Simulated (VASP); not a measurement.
These are PBEsol GGA, VASP's PBE PAW potentials (set 64) (plane waves; VASP) values and carry that method's errors.

The input files of a VASP run:

### INCAR
```
! general
SYSTEM  = GeF2
PREC    = Accurate
ENCUT   = 520
LREAL   = .FALSE.
LASPH   = .TRUE.

! electronic loop
EDIFF   = 1E-6
NELM    = 100
ALGO    = Normal
LMAXMIX = 4

! smearing
ISMEAR  = 0
SIGMA   = 0.05

! functional
GGA     = PS

! ions
IBRION  = 2
NSW     = 60
ISIF    = 3
EDIFFG  = -0.02

! output
LWAVE   = .FALSE.
LCHARG  = .FALSE.
```

**POSCAR**
```
GeF2
1
    0.0000000000     2.7241537571     2.7241537571
    2.7241537571    -0.0000000000     2.7241537571
    2.7241537571     2.7241537571    -0.0000000000
Ge F
1 2
Direct
  0.0000000000   0.0000000000   0.0000000000
  0.2500000000   0.2500000000   0.2500000000
  0.7500000000   0.7500000000   0.7500000000
```

### KPOINTS
```
K-points
0
gamma
 6 6 6
0 0 0
```

POTCAR, in this order: Ge_d F (PBE.64 set). Program: vasp_std.

Output

File OSZICAR:
```
       N       E                     dE             d eps       ncg     rms          rms(c)
DAV:   1     0.262043366129E+03    0.26204E+03   -0.15215E+04   636   0.363E+03
DAV:   2     0.134365300701E+02   -0.24861E+03   -0.23966E+03   672   0.695E+02
DAV:   3    -0.150204770498E+02   -0.28457E+02   -0.28244E+02   666   0.163E+02
DAV:   4    -0.158742267228E+02   -0.85375E+00   -0.85247E+00   612   0.295E+01
DAV:   5    -0.158898758088E+02   -0.15649E-01   -0.15648E-01   608   0.443E+00    0.665E+00
DAV:   6    -0.145906909589E+02    0.12992E+01   -0.69871E+00   776   0.312E+01    0.245E+00
DAV:   7    -0.145735162399E+02    0.17175E-01   -0.28915E-01   578   0.397E+00    0.130E+00
DAV:   8    -0.145663476973E+02    0.71685E-02   -0.63780E-02   664   0.309E+00    0.325E-01
DAV:   9    -0.145654158448E+02    0.93185E-03   -0.10715E-02   744   0.111E+00    0.836E-02
DAV:  10    -0.145660159601E+02   -0.60012E-03   -0.94231E-04   604   0.481E-01    0.255E-02
DAV:  11    -0.145660114997E+02    0.44604E-05   -0.62939E-05   648   0.131E-01    0.694E-03
DAV:  12    -0.145660186547E+02   -0.71550E-05   -0.14158E-05   584   0.398E-02    0.251E-03
DAV:  13    -0.145660186593E+02   -0.46225E-08   -0.95454E-07   452   0.234E-02
   1 F= -.14566019E+02 E0= -.14566019E+02  d E =-.145660E+02
```

**OUTCAR**
```
------------------------ aborting loop because EDIFF is reached ----------------------------------------
  FORCE on cell =-STRESS in cart. coord.  units (eV):
  Direction    XX          YY          ZZ          XY          YZ          ZX
  --------------------------------------------------------------------------------------
  Total        0.0214145      0.0214145      0.0214145     -0.0000000      0.0000000      0.0000000
  in kB        0.8485799      0.8485799      0.8485799     -0.0000000      0.0000000      0.0000000
  external PRESSURE =       0.8485799 kB  Pullay stress =       0.0000000 kB
  volume of cell :       40.43
      direct lattice vectors                 reciprocal lattice vectors
     0.000000000  2.724153757  2.724153757    -0.183543237  0.183543237  0.183543237
     2.724153757  0.000000000  2.724153757     0.183543237 -0.183543237  0.183543237
     2.724153757  2.724153757  0.000000000     0.183543237  0.183543237 -0.183543237
 POSITION                                       TOTAL-FORCE (eV/Angst)
 -----------------------------------------------------------------------------------
      0.00000      0.00000      0.00000         0.000000     -0.000000     -0.000000
      1.36208      1.36208      1.36208         0.000000      0.000000      0.000000
      4.08623      4.08623      4.08623        -0.000000     -0.000000     -0.000000
 -----------------------------------------------------------------------------------
    total drift:                                0.000000     -0.000000      0.000000
  FREE ENERGIE OF THE ION-ELECTRON SYSTEM (eV)
  ---------------------------------------------------
  free  energy   TOTEN  =       -14.5660186593 eV

  energy  without entropy=      -14.5660186593  energy(sigma->0) =      -14.56601866

 reached required accuracy - stopping structural energy minimisation
```
(Selected blocks of OUTCAR.)

The structure was generated: GeF2 was put into the fluorite type (Fm-3m), which need not be its known phase. It was relaxed first, which changed the volume by +25 %. The start is the result of an earlier pass.
